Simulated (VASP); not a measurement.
These are vdW-DF2, VASP's PBE PAW potentials (set 64) (plane waves; VASP) values and carry that method's errors.

A VASP calculation is set up with these files.

File KPOINTS:
```
K-points
0
gamma
5 5 3
```

### POSCAR
```
CdSe
1
    2.1622727506    -3.7451660235     0.0000000000
    2.1622727506     3.7451660235     0.0000000000
    0.0000000000     0.0000000000     7.0344088285
Cd Se
2 2
Direct
  0.6666670000   0.3333330000   0.5001200235
  0.3333330000   0.6666670000   0.0001200235
  0.6666670000   0.3333330000   0.8758799765
  0.3333330000   0.6666670000   0.3758799765
```

**INCAR**
```
! general
SYSTEM  =CdSe
PREC    =Accurate
ENCUT   =520
LREAL   =F
LASPH   =T

! electronic loop
EDIFF   =1E-6
NELM    =100
ALGO    =Normal
LMAXMIX =4

! smearing
ISMEAR  =0
SIGMA   =0.05

! functional
GGA     =ML
LUSE_VDW=T
AGGAC   =0.0
ZAB_VDW =-1.8867

! ions
IBRION  =2
NSW     =60
ISIF    =3
EDIFFG  =-0.02

! output
LWAVE   =F
LCHARG  =F
```

POTCAR, in this order: Cd Se (PBE.64 set). Program: vasp_std.

Output of the run:

OSZICAR:
```
       N       E                     dE             d eps       ncg     rms          rms(c)
DAV:   1     0.254879258413E+03    0.25488E+03   -0.17185E+04   440   0.147E+03
DAV:   2     0.123293349547E+02   -0.24255E+03   -0.23814E+03   500   0.350E+02
DAV:   3    -0.996714125119E+00   -0.13326E+02   -0.13248E+02   524   0.815E+01
DAV:   4    -0.111699258367E+01   -0.12028E+00   -0.12023E+00   470   0.764E+00
DAV:   5    -0.111810095837E+01   -0.11084E-02   -0.11083E-02   536   0.673E-01    0.855E+00
DAV:   6    -0.198353477618E+00    0.91975E+00   -0.21756E+00   504   0.131E+01    0.661E+00
DAV:   7    -0.169992173870E+00    0.28361E-01   -0.65636E-01   464   0.436E+00    0.269E+00
DAV:   8    -0.168285256736E+00    0.17069E-02   -0.57848E-02   476   0.252E+00    0.339E-01
DAV:   9    -0.167891929524E+00    0.39333E-03   -0.95151E-03   518   0.117E+00    0.968E-02
DAV:  10    -0.167944261024E+00   -0.52331E-04   -0.71414E-04   500   0.318E-01    0.584E-02
DAV:  11    -0.168002936728E+00   -0.58676E-04   -0.21508E-04   482   0.122E-01    0.204E-02
DAV:  12    -0.167981559343E+00    0.21377E-04   -0.72623E-05   510   0.801E-02    0.470E-03
DAV:  13    -0.167981780603E+00   -0.22126E-06   -0.72063E-06   482   0.156E-02
   1 F= -.16798178E+00 E0= -.16798178E+00  d E =-.167982E+00
       N       E                     dE             d eps       ncg     rms          rms(c)
DAV:   1    -0.868129792412E+01   -0.85133E+01   -0.20147E+02   446   0.158E+02    0.333E+01
DAV:   2    -0.162109587987E+01    0.70602E+01   -0.17520E+01   440   0.575E+01    0.108E+01
DAV:   3    -0.736884727703E+00    0.88421E+00   -0.17321E+00   464   0.120E+01    0.102E+01
DAV:   4    -0.451191550620E+00    0.28569E+00   -0.47568E-01   458   0.532E+00    0.315E+00
DAV:   5    -0.435196638894E+00    0.15995E-01   -0.31265E-02   440   0.131E+00    0.578E-01
DAV:   6    -0.434695712226E+00    0.50093E-03   -0.13310E-03   506   0.264E-01    0.148E-01
DAV:   7    -0.434647604281E+00    0.48108E-04   -0.23775E-04   452   0.120E-01    0.147E-02
DAV:   8    -0.434648381910E+00   -0.77763E-06   -0.24441E-05   524   0.592E-02    0.678E-03
DAV:   9    -0.434648552517E+00   -0.17061E-06   -0.10242E-06   280   0.104E-02
   2 F= -.43464855E+00 E0= -.43413214E+00  d E =-.266667E+00
       N       E                     dE             d eps       ncg     rms          rms(c)
DAV:   1    -0.900548373463E+00   -0.46590E+00   -0.97669E+00   452   0.313E+01    0.459E+00
DAV:   2    -0.491790432940E+00    0.40876E+00   -0.12427E+00   446   0.128E+01    0.135E+00
DAV:   3    -0.457258519124E+00    0.34532E-01   -0.12518E-01   446   0.272E+00    0.121E+00
DAV:   4    -0.453275746178E+00    0.39828E-02   -0.53107E-03   452   0.624E-01    0.193E-01
DAV:   5    -0.452689528726E+00    0.58622E-03   -0.21581E-03   494   0.470E-01    0.715E-02
DAV:   6    -0.452717014105E+00   -0.27485E-04   -0.17529E-04   458   0.109E-01    0.308E-02
DAV:   7    -0.452712820395E+00    0.41937E-05   -0.39207E-06   506   0.185E-02    0.136E-02
DAV:   8    -0.452711511709E+00    0.13087E-05   -0.14424E-06   232   0.946E-03    0.210E-03
DAV:   9    -0.452711399571E+00    0.11214E-06   -0.18477E-07   220   0.382E-03
   3 F= -.45271140E+00 E0= -.45242389E+00  d E =-.284730E+00
       N       E                     dE             d eps       ncg     rms          rms(c)
DAV:   1    -0.454812269970E+00   -0.21008E-02   -0.47504E-02   452   0.224E+00    0.344E-01
DAV:   2    -0.452907056616E+00    0.19052E-02   -0.54553E-03   446   0.855E-01    0.105E-01
DAV:   3    -0.452720819128E+00    0.18624E-03   -0.55936E-04   452   0.192E-01    0.960E-02
DAV:   4    -0.452678014775E+00    0.42804E-04   -0.28469E-05   452   0.383E-02    0.147E-02
DAV:   5    -0.452672037176E+00    0.59776E-05   -0.10285E-05   470   0.320E-02    0.348E-03
DAV:   6    -0.452671924091E+00    0.11309E-06   -0.72489E-07   220   0.779E-03
   4 F= -.45267192E+00 E0= -.45236130E+00  d E =-.284690E+00
       N       E                     dE             d eps       ncg     rms          rms(c)
DAV:   1    -0.454057245035E+00   -0.13852E-02   -0.37967E-02   446   0.178E+00    0.254E-01
DAV:   2    -0.452961038996E+00    0.10962E-02   -0.31129E-03   476   0.636E-01    0.866E-02
DAV:   3    -0.452827686121E+00    0.13335E-03   -0.32035E-04   488   0.139E-01    0.705E-02
DAV:   4    -0.452805300617E+00    0.22386E-04   -0.38139E-05   506   0.500E-02    0.122E-02
DAV:   5    -0.452805515289E+00   -0.21467E-06   -0.80871E-06   518   0.275E-02
   5 F= -.45280552E+00 E0= -.45251154E+00  d E =-.133591E-03
```

File OUTCAR:
```
------------------------ aborting loop because EDIFF is reached ----------------------------------------
  FORCE on cell =-STRESS in cart. coord.  units (eV):
  Direction    XX          YY          ZZ          XY          YZ          ZX
  --------------------------------------------------------------------------------------
  Total       -0.0099767     -0.0099767      0.0436069      0.0000000     -0.0000000      0.0000000
  in kB       -0.1233146     -0.1233145      0.5389942      0.0000000     -0.0000000      0.0000000
  external PRESSURE =       0.0974550 kB  Pullay stress =       0.0000000 kB
  volume of cell :      129.62
      direct lattice vectors                 reciprocal lattice vectors
     2.254101504 -3.904218059 -0.000000000     0.221817873 -0.128066617  0.000000000
     2.254101504  3.904218059  0.000000000     0.221817873  0.128066617  0.000000000
    -0.000000000  0.000000000  7.364515015     0.000000000 -0.000000000  0.135786267
  FREE ENERGIE OF THE ION-ELECTRON SYSTEM (eV)
  ---------------------------------------------------
  free  energy   TOTEN  =        -0.4528055153 eV

  energy  without entropy=       -0.4522175721  energy(sigma->0) =       -0.45251154

 reached required accuracy - stopping structural energy minimisation
```
(Selected blocks of OUTCAR.)

File CONTCAR:
```
CdSe
   1.00000000000000
     2.2541015037199310   -3.9042180589373894   -0.0000000000000000
     2.2541015037199310    3.9042180589373894    0.0000000000000000
    -0.0000000000000000    0.0000000000000000    7.3645150149096610
  Cd              Se
     2     2
Direct
     0.6666669999999968    0.3333330000000032    0.5001418601190887
     0.3333330000000032    0.6666669999999968    0.0001418601190886
     0.6666669999999968    0.3333330000000032    0.8758581398809161
     0.3333330000000032    0.6666669999999968    0.3758581398809162
```

Energy and stress use the plane-wave basis of the starting cell.

The compound is CdSe in the wurtzite structure. This run relaxes it. Symmetry was kept, so distortions that lower it aren't found.
